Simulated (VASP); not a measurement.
Here is the system:

```yaml
crystal:
  lattice:
    - [-2.59734, 2.59734, 2.59734]
    - [2.59734, -2.59734, 2.59734]
    - [2.59734, 2.59734, -2.59734]
  atoms:
    - { symbol: K, position: [0.00000, 0.00000, 0.00000] }
```

Level of theory: optB86b-vdW, VASP's PBE PAW potentials (set 64) (plane waves; VASP). Settings: 520 eV cut-off, 11×11×11 Γ-centred mesh, tetrahedra with Blöchl corrections, potentials K_sv.

Problem. Estimate the energy per atom (σ→0), band gap (on the k-mesh) with the smallest direct gap where there is one.

Solution. 
The band gap (on the k-mesh) comes out as none (metal, semimetal or under 0.01 eV) and the energy per atom (σ→0) is 1.188 eV/atom.

The absolute energy has meaning only against runs of the same code, potentials and settings.

The compound is K in the bcc structure. It was relaxed first.
